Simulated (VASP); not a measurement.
```
CELL_PARAMETERS angstrom
      3.90200     0.00000     0.00000
      0.00000     3.90200     0.00000
      0.00000     0.00000     3.90200
ATOMIC_POSITIONS crystal
  Mn 0.00000 0.50000 0.50000
  Mn 0.50000 0.00000 0.50000
  Mn 0.50000 0.50000 0.00000
  Zn 0.00000 0.00000 0.00000
  N  0.50000 0.50000 0.50000
```
Starting moments (μB, in the order of the record's atoms Mn Mn Mn Zn N): 4.0 4.0 4.0 0.0 0.0.

Computed with PBEsol GGA, VASP's PBE PAW potentials (set 64) (plane waves; VASP 6.6.1). Numerical set-up: 400 eV cut-off, 7×7×7 Γ-centred mesh, Fermi-Dirac smearing of 0.10 eV, potentials Mn_pv Zn N.

At this cut-off the stress carries a Pulay error, which pulls relaxed volumes low. The moments were started parallel, and other spin orders were not tried in this run.

Problem. Give the stress tensor in GPa (positive for a compressed cell).

Solution. 
```
-17.68    0.00    0.00
  0.00  -17.68    0.00
  0.00    0.00  -17.68
```
The pressure is its mean diagonal, -17.68 GPa.

The structure comes from a measured Mn3ZnN entry (Pm-3m) of the Crystallography Open Database, whose conditions weren't checked. The cell was not relaxed at this level.
